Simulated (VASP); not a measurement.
Data:

```
BaZrO3
1.0
    4.11318     0.00000     0.00000
    0.00000     4.11318     0.00000
    0.00000     0.00000     4.11318
Ba Zr O
1 1 3
Direct
  0.00000   0.00000   0.00000
  0.50000   0.50000   0.50000
  0.50000   0.00000   0.50000
  0.00000   0.50000   0.50000
  0.50000   0.50000   0.00000
```

Computed with vdW-DF-cx, VASP's PBE PAW potentials (set 64) (plane waves; VASP). Run with 520 eV cut-off, 5×5×5 Γ-centred mesh, Gaussian smearing of 0.050 eV, potentials Ba_sv Zr_sv O.

Question: Give the stress tensor in GPa (positive for a compressed cell).

Answer: 
```
11.47   0.00   0.00
 0.00  11.47   0.00
 0.00   0.00  11.47
```
The pressure is its mean diagonal, 11.47 GPa.

The compound is BaZrO3 in the cubic perovskite structure. This cell is one point of a volume scan, at 0.94 of the reference volume.
